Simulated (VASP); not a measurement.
Write the native input for VASP 6.6.1 that does the following.

| Item | Value |
| --- | --- |
| Task | band structure |
| Functional | PBE |
| Potentials or basis | VASP PAW PBE potentials, release 64 (Sb, Te, O) |
| Cutoff | 520 eV |
| k mesh | 6 × 4 × 6 |
| Occupations | gaussian, width 0.1 eV |
| Spin | spin-orbit coupling, no magnetisation |
| Further INCAR settings | ALGO = Normal; EDIFF = 1e-06; NBANDS = 76 |

Crystal: Sb2TeO2.

```
Sb Te O
1.0
     3.90581    0.00000    0.00000
     0.00000   12.54641    0.00000
     0.00000    0.00000    3.90072
Sb Te O
4 2 4
Cartesian
  2.0783 1.9317 1.9504
  0.1254 4.3415 0.0000
  3.7804 8.2049 0.0000
  1.8275 10.6148 1.9504
  0.0000 0.0000 0.0000
  1.9529 6.2732 1.9504
  0.0433 3.1392 1.9504
  1.9962 3.1340 0.0000
  1.9096 9.4124 0.0000
  3.8625 9.4072 1.9504
```

The cell was built by a generator and needn't be a form met in nature.

These files were run (other wordings do the same):

POSCAR

```
Sb2TeO2
1.0
    3.9058100000      0.0000000000      0.0000000000
    0.0000000000     12.5464100000      0.0000000000
    0.0000000000      0.0000000000      3.9007200000
Sb Te O
4 2 4
Direct
    0.5321070000      0.1539610000      0.5000000000
    0.0321070000      0.3460390000      0.0000000000
    0.9678930000      0.6539610000      0.0000000000
    0.4678930000      0.8460390000      0.5000000000
    0.0000000000      0.0000000000      0.0000000000
    0.5000000000      0.5000000000      0.5000000000
    0.0110860000      0.2502090000      0.5000000000
    0.5110860000      0.2497910000      0.0000000000
    0.4889140000      0.7502090000      0.0000000000
    0.9889140000      0.7497910000      0.5000000000
```

INCAR.step1

```
SYSTEM = Sb2TeO2
ALGO = Normal
EDIFF = 1E-6
ENCUT = 520
GGA = PE
GGA_COMPAT = .FALSE.
ISIF = 2
ISMEAR = 0
KPAR = 8
LASPH = .TRUE.
LCHARG = .TRUE.
LNONCOLLINEAR = .TRUE.
LORBIT = 11
LREAL = .FALSE.
LSORBIT = .TRUE.
LWAVE = .FALSE.
MAGMOM = 0 0 0 0 0 0 0 0 0 0 0 0 0 0 0 0 0 0 0 0 0 0 0 0 0 0 0 0 0 0
NBANDS = 76
NELM = 80
PREC = Accurate
SIGMA = 0.1
```

KPOINTS.step1

```
k-points
0
G
  6 4 6
  0 0 0
```

INCAR.step2

```
SYSTEM = Sb2TeO2
ALGO = Normal
EDIFF = 1E-6
ENCUT = 520
GGA = PE
GGA_COMPAT = .FALSE.
ICHARG = 11
ISIF = 2
ISMEAR = 0
KPAR = 8
LASPH = .TRUE.
LCHARG = .FALSE.
LNONCOLLINEAR = .TRUE.
LORBIT = 11
LREAL = .FALSE.
LSORBIT = .TRUE.
LWAVE = .FALSE.
MAGMOM = 0 0 0 0 0 0 0 0 0 0 0 0 0 0 0 0 0 0 0 0 0 0 0 0 0 0 0 0 0 0
NBANDS = 76
NELM = 80
PREC = Accurate
SIGMA = 0.05
```

KPOINTS.step2

```
path GXSYGZURTZ,YT,UX,SR
15
line-mode
reciprocal
 0.0000000000  0.0000000000  0.0000000000  G
 0.0000000000  0.0000000000  0.5000000000  X

 0.0000000000  0.0000000000  0.5000000000  X
 0.5000000000  0.0000000000  0.5000000000  S

 0.5000000000  0.0000000000  0.5000000000  S
 0.5000000000  0.0000000000  0.0000000000  Y

 0.5000000000  0.0000000000  0.0000000000  Y
 0.0000000000  0.0000000000  0.0000000000  G

 0.0000000000  0.0000000000  0.0000000000  G
 0.0000000000  0.5000000000  0.0000000000  Z

 0.0000000000  0.5000000000  0.0000000000  Z
 0.0000000000  0.5000000000  0.5000000000  U

 0.0000000000  0.5000000000  0.5000000000  U
 0.5000000000  0.5000000000  0.5000000000  R

 0.5000000000  0.5000000000  0.5000000000  R
 0.5000000000  0.5000000000  0.0000000000  T

 0.5000000000  0.5000000000  0.0000000000  T
 0.0000000000  0.5000000000  0.0000000000  Z

 0.5000000000  0.0000000000  0.0000000000  Y
 0.5000000000  0.5000000000  0.0000000000  T

 0.0000000000  0.5000000000  0.5000000000  U
 0.0000000000  0.0000000000  0.5000000000  X

 0.5000000000  0.0000000000  0.5000000000  S
 0.5000000000  0.5000000000  0.5000000000  R
```

Potentials or basis: VASP PAW PBE potentials, release 64 (Sb, Te, O).

Run with:

```bash
$ cat potpaw_PBE.64/Sb/POTCAR potpaw_PBE.64/Te/POTCAR potpaw_PBE.64/O/POTCAR > POTCAR
$ cp INCAR.step1 INCAR
$ cp KPOINTS.step1 KPOINTS
$ mpirun -np 8 vasp_ncl > vasp.out
$ cp INCAR.step2 INCAR
$ cp KPOINTS.step2 KPOINTS
$ mpirun -np 8 vasp_ncl > vasp.out
```

It took 6.8 min on 8 MPI ranks on AMD EPYC 9R45 (Zen 5), on a shared host, peak memory 3 GiB a rank.
